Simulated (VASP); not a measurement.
Given:

```
CELL_PARAMETERS angstrom
      2.00430    -3.47155     0.00000
      2.00430     3.47155     0.00000
      0.00000     0.00000     5.23260
ATOMIC_POSITIONS crystal
  Ni 0.00000 0.00000 0.50000
  Ni 0.00000 0.00000 0.00000
  Sb 0.33333 0.66667 0.25000
  Sb 0.66667 0.33333 0.75000
```

Method: PBE GGA, VASP's PBE PAW potentials (set 64) (plane waves; VASP). Numerical set-up: 400 eV cut-off, 3×3×2 Γ-centred mesh, first-order Methfessel-Paxton smearing of 0.10 eV, potentials Ni Sb.

Gaps are read on the run's mesh, which can miss a band edge. Unless said otherwise, spin-orbit coupling is left out, though it shifts the bands of the heavy elements here.

**Question.** Predict the energy per atom (σ→0), pressure, band gap (on the k-mesh) with the smallest direct gap where there is one.

**Answer.** 
- band gap (on the k-mesh) = none (metal, semimetal or under 0.01 eV)
- energy per atom (σ→0) = -5.023 eV/atom
- pressure = -1.65 GPa

Only differences to runs with the same potentials and settings are physical.

The compound is NiSb in the NiAs type structure. The cell was not relaxed at this level. The k-mesh is coarse (spacing up to 0.60 per Å, 2π included), so the numbers may not be converged in it. The run is one of a series of settings (KPOINTS 3×3×2 Γ-centred mesh against the base run), some of them coarse on purpose. The run is not spin-polarised, so no magnetic state was tried.
